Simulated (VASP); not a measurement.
## Ni$_{3}$Si (L1_2): computed properties

Computed with r2SCAN meta-GGA, VASP's PBE PAW potentials (set 64) (plane waves; VASP).

```
Property                                                               Value
----------------------------------  ----------------------------------------
space group                                                      Pm-3m (221)
cell                                 a = b = c = 3.463 Å, α = β = γ = 90.00°
volume per atom                                               10.39 Å^3/atom
band gap (over mesh and band path)  none (metal, semimetal or under 0.01 eV)
band gap with spin-orbit coupling                            none (metallic)
density                                                           8.16 g/cm³
```

```yaml
crystal:
  lattice:
    - [3.46350, 0.00000, 0.00000]
    - [0.00000, 3.46350, 0.00000]
    - [0.00000, 0.00000, 3.46350]
  atoms:
    - { symbol: Si, position: [0.00000, 0.00000, 0.00000] }
    - { symbol: Ni, position: [0.00000, 0.50000, 0.50000] }
    - { symbol: Ni, position: [0.50000, 0.00000, 0.50000] }
    - { symbol: Ni, position: [0.50000, 0.50000, 0.00000] }
```

Measured: a 3.510 Å (computed value off by -1.3 %), as given by Metallic Nickel Silicides: Experiments and Theory for NiSi and First Principles Calculations for Other Phases, …. The calculation is for a static lattice, while the measured a holds thermal and zero-point effects, which are part of the difference.

The compound is Ni3Si in the L1_2 structure. It was relaxed first. Symmetry was kept, so distortions that lower it aren't found. The run is not spin-polarised, so no magnetic state was tried.
